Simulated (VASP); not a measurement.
A cell of TiCo (CsCl type) near equilibrium:

```
CELL_PARAMETERS angstrom
      2.92731     0.00000     0.00000
      0.00000     2.92731     0.00000
      0.00000     0.00000     2.92731
ATOMIC_POSITIONS crystal
  Ti 0.00000 0.00000 0.00000
  Co 0.50000 0.50000 0.50000
```

Computed with PBEsol GGA, VASP's PBE PAW potentials (set 64) (plane waves; VASP).

```json
[
 {"run": "as it is", "ΔE (meV/atom)": "0.0", "σxx": "0.45", "σyy": "0.45", "σzz": "0.45", "largest shear component, with its sign (GPa)": "0.00", "largest force (eV/Å)": "0.000"},
 {"run": "after one change", "ΔE (meV/atom)": "28.5", "σxx": "2.30", "σyy": "2.30", "σzz": "1.01", "largest shear component, with its sign (GPa)": "0.00", "largest force (eV/Å)": "0.746"}
]
```
Stress is in GPa, positive when the cell is compressed.

Problem. Name the change that produced these shifts.
A. atom 1 (Ti) moved by -0.150 Å along z
B. atom 2 (Co) moved by 0.050 Å along x
C. atom 1 (Ti) moved by 0.075 Å along x
D. atom 1 (Ti) moved by 0.075 Å along y

Solution. A, atom 1 (Ti) moved by -0.150 Å along z

The compound is TiCo in the CsCl type structure. The run is not spin-polarised, so no magnetic state was tried. The electron count is odd and the run is not spin-polarised, which forces a metal.
